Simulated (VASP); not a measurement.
VASP input:

File POSCAR:
```
Tl
1
    1.7646000000    -3.0563770000     0.0000000000
    1.7646000000     3.0563770000     0.0000000000
    0.0000000000     0.0000000000     5.6304000000
Tl
2
Direct
  0.3333330000   0.6666670000   0.2500000000
  0.6666670000   0.3333330000   0.7500000000
```

### INCAR
```
SYSTEM = Tl
PREC = Accurate
ENCUT = 180
EDIFF = 1E-6
NELM = 100
ALGO = Normal
LREAL = .FALSE.
LASPH = .TRUE.
ISMEAR = 1
SIGMA = 0.1
GGA = PE
LMAXMIX = 4
LWAVE = .FALSE.
LCHARG = .FALSE.
ISIF = 3
IBRION = 2
NSW = 40
EDIFFG = -0.01
```

### KPOINTS
```
Automatic mesh
0
Gamma
9 9 5
0 0 0
```

POTCAR, in this order: Tl_d (PBE.64 set). Program: vasp_std.

Output of the run:

**standard output**
```
...
       N       E                     dE             d eps       ncg     rms          rms(c)
DAV:   1    -0.592706123932E+01   -0.59101E-02   -0.10919E-01  1239   0.309E+00    0.382E-01
DAV:   2    -0.592198561334E+01    0.50756E-02   -0.98180E-03  1235   0.868E-01    0.156E-01
DAV:   3    -0.592121145237E+01    0.77416E-03   -0.25919E-03  1238   0.477E-01    0.985E-02
DAV:   4    -0.592120427612E+01    0.71762E-05   -0.14275E-04  1272   0.590E-02    0.122E-02
DAV:   5    -0.592119912302E+01    0.51531E-05   -0.21687E-05  1267   0.409E-02    0.889E-03
DAV:   6    -0.592119964774E+01   -0.52472E-06   -0.63697E-07   668   0.579E-03
   7 F= -.59211996E+01 E0= -.59198854E+01  d E =-.183391E+01
 curvature:  -0.11 expect dE=-0.115E-02 dE for cont linesearch -0.133E-03
 ZBRENT: accuracy reached
 trial: gam= 0.00762 g(F)=  0.187E-39 g(S)=  0.105E-01 ort =-0.169E+00 (trialstep = 0.834E+00)
 search vector abs. value=  0.933E-02
 bond charge predicted
       N       E                     dE             d eps       ncg     rms          rms(c)
DAV:   1    -0.595424841507E+01   -0.33049E-01   -0.13095E+00  1258   0.894E+00    0.768E-01
DAV:   2    -0.593373731814E+01    0.20511E-01   -0.11632E-02  1251   0.105E+00    0.446E-01
DAV:   3    -0.592442533725E+01    0.93120E-02   -0.16014E-02  1272   0.125E+00    0.535E-02
DAV:   4    -0.592447568986E+01   -0.50353E-04   -0.90600E-04  1260   0.229E-01    0.240E-02
DAV:   5    -0.592446424634E+01    0.11444E-04   -0.28398E-05  1312   0.635E-02    0.700E-03
DAV:   6    -0.592446267664E+01    0.15697E-05   -0.40884E-06  1238   0.200E-02    0.149E-03
DAV:   7    -0.592446271680E+01   -0.40162E-07   -0.14173E-07   625   0.305E-03
   8 F= -.59244627E+01 E0= -.59230024E+01  d E =-.326307E-02
 trial-energy change:   -0.003263  1 .order   -0.003430   -0.007713    0.000854
 step:   0.7411(harm=  0.7507)  dis= 0.00000  next Energy=    -5.924510 (dE=-0.331E-02)
 bond charge predicted
       N       E                     dE             d eps       ncg     rms          rms(c)
DAV:   1    -0.592487383359E+01   -0.41116E-03   -0.16164E-02  1266   0.993E-01    0.852E-02
DAV:   2    -0.592462172503E+01    0.25211E-03   -0.14273E-04  1249   0.120E-01    0.491E-02
DAV:   3    -0.592451051407E+01    0.11121E-03   -0.18736E-04  1271   0.139E-01    0.583E-03
DAV:   4    -0.592451090669E+01   -0.39262E-06   -0.10706E-05  1259   0.241E-02    0.243E-03
DAV:   5    -0.592451108788E+01   -0.18119E-06   -0.20443E-07   669   0.544E-03
   9 F= -.59245111E+01 E0= -.59230590E+01  d E =-.331144E-02
 curvature:  -0.37 expect dE=-0.345E-03 dE for cont linesearch -0.269E-06
 trial: gam=-0.02685 g(F)=  0.135E-39 g(S)=  0.923E-03 ort = 0.820E-04 (trialstep = 0.815E+00)
 search vector abs. value=  0.925E-03
 bond charge predicted
       N       E                     dE             d eps       ncg     rms          rms(c)
DAV:   1    -0.593584745689E+01   -0.11337E-01   -0.22239E-01  1232   0.442E+00    0.542E-01
DAV:   2    -0.592564288077E+01    0.10205E-01   -0.19460E-02  1227   0.120E+00    0.224E-01
DAV:   3    -0.592403334664E+01    0.16095E-02   -0.52788E-03  1227   0.675E-01    0.142E-01
DAV:   4    -0.592398169868E+01    0.51648E-04   -0.26775E-04  1264   0.813E-02    0.145E-02
DAV:   5    -0.592397564342E+01    0.60553E-05   -0.48952E-05  1289   0.628E-02    0.112E-02
DAV:   6    -0.592397441478E+01    0.12286E-05   -0.23153E-06   770   0.123E-02    0.466E-04
DAV:   7    -0.592397435406E+01    0.60721E-07   -0.11119E-07   617   0.299E-03
  10 F= -.59239744E+01 E0= -.59225066E+01  d E =0.536734E-03
 trial-energy change:    0.000537  1 .order    0.000533   -0.000751    0.001817
 step:   0.2383(harm=  0.2383)  dis= 0.00000  next Energy=    -5.924621 (dE=-0.110E-03)
 bond charge predicted
       N       E                     dE             d eps       ncg     rms          rms(c)
DAV:   1    -0.593057950946E+01   -0.66051E-02   -0.11127E-01  1230   0.311E+00    0.385E-01
DAV:   2    -0.592542002240E+01    0.51595E-02   -0.99797E-03  1227   0.874E-01    0.157E-01
DAV:   3    -0.592463185726E+01    0.78817E-03   -0.26358E-03  1226   0.480E-01    0.989E-02
DAV:   4    -0.592462383193E+01    0.80253E-05   -0.14497E-04  1266   0.596E-02    0.123E-02
DAV:   5    -0.592461872607E+01    0.51059E-05   -0.21932E-05  1278   0.411E-02    0.882E-03
DAV:   6    -0.592461926548E+01   -0.53941E-06   -0.62820E-07   640   0.572E-03
  11 F= -.59246193E+01 E0= -.59231622E+01  d E =-.108178E-03
 curvature:  -0.12 expect dE=-0.182E-06 dE for cont linesearch -0.181E-06
 trial: gam=-0.03897 g(F)=  0.612E-40 g(S)=  0.152E-05 ort = 0.374E-04 (trialstep = 0.700E+00)
 search vector abs. value=  0.103E-07
 reached required accuracy - stopping structural energy minimisation
```

**OUTCAR**
```
------------------------ aborting loop because EDIFF is reached ----------------------------------------
  FORCE on cell =-STRESS in cart. coord.  units (eV):
  Direction    XX          YY          ZZ          XY          YZ          ZX
  --------------------------------------------------------------------------------------
  Total        0.0044910      0.0044910      0.0047732      0.0000000     -0.0000000      0.0000000
  in kB        0.1487728      0.1487729      0.1581236      0.0000000     -0.0000000      0.0000000
  external PRESSURE =       0.1518898 kB  Pullay stress =       0.0000000 kB
  volume of cell :       48.36
      direct lattice vectors                 reciprocal lattice vectors
     1.627398181 -2.818736445 -0.000000000     0.307238883 -0.177384445 -0.000000000
     1.627398181  2.818736445 -0.000000000     0.307238883  0.177384445  0.000000000
     0.000000000 -0.000000000  5.271671907     0.000000000  0.000000000  0.189693141
 POSITION                                       TOTAL-FORCE (eV/Angst)
 -----------------------------------------------------------------------------------
      1.62740      0.93958      1.31792        -0.000000     -0.000000      0.000000
      1.62740     -0.93958      3.95375         0.000000      0.000000      0.000000
 -----------------------------------------------------------------------------------
    total drift:                               -0.000000      0.000410      0.000007
  FREE ENERGIE OF THE ION-ELECTRON SYSTEM (eV)
  ---------------------------------------------------
  free  energy   TOTEN  =        -5.9246192655 eV

  energy  without entropy=       -5.9202480533  energy(sigma->0) =       -5.92316219

 reached required accuracy - stopping structural energy minimisation
```
(Selected blocks of OUTCAR.)

### Question
Read input and log: which fault does this run have?
A) ENCUT is too low for a cell relaxation, so Pulay stress biases the volume
B) EDIFF is too loose for the force threshold
C) a hybrid functional was run with ALGO = VeryFast
D) MAGMOM holds more values than there are atoms

### Answer
A, ENCUT is too low for a cell relaxation, so Pulay stress biases the volume. The run ends without an error. Against the sound run, the energy per atom (σ→0) decreases by 0.745 eV/atom; the pressure goes up by 0.01 GPa; the volume shrinks by 23 %.

To mend it, set ENCUT = 400.

The mended run (PBE GGA, plane waves, VASP's PBE PAW potentials (set 64)) converges, and its OSZICAR ends with
```
  13 F= -.44338710E+01 E0= -.44333315E+01  d E =-.182054E-03
```

The compound is Tl in the hcp structure.
